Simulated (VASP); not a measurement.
Consider the following.

```xyz
4
Lattice="2.1886 -3.7908 0.0000 2.1886 3.7908 0.0000 0.0000 0.0000 7.1356" Properties=species:S:1:pos:R:3 pbc="T T T"
Cd     2.1886    -1.2636     3.5682
Cd     2.1886     1.2636     0.0004
Se     2.1886    -1.2636     6.2504
Se     2.1886     1.2636     2.6826
```

Computed with optB88-vdW, VASP's PBE PAW potentials (set 64) (plane waves; VASP 6.6.1). Run with 520 eV cut-off, Gaussian smearing of 0.050 eV, potentials Cd Se.

**Question.** Give the energies of bands 13 to 21 at the high-symmetry points, in eV from the valence-band maximum.

**Answer.** 
```csv
band,Γ,M,K,A,L,H
13,-4.11,-3.98,-3.61,-2.57,-3.98,-3.88
14,-0.69,-3.46,-3.61,-2.57,-3.98,-3.88
15,-0.69,-2.44,-2.81,-0.36,-1.25,-2.24
16,-0.04,-1.69,-1.72,-0.36,-1.25,-2.24
17,0.00,-1.21,-1.72,-0.36,-1.23,-1.02
18,0.00,-0.69,-1.54,-0.36,-1.23,-1.02
19,0.41,3.01,4.24,2.17,2.81,3.59
20,2.05,3.24,4.48,2.17,2.81,3.59
21,5.80,4.71,4.48,5.71,4.79,5.72
```

The gap is direct, 0.41 eV, from the valence maximum at Γ to the conduction minimum at Γ.

Measured: gap 1.73 eV (computed value off by -1.32 eV), as given by Abedi et al., (2022), arXiv:2211.14644.

The compound is CdSe in the wurtzite structure. It was relaxed first, which changed the volume by +5 %.
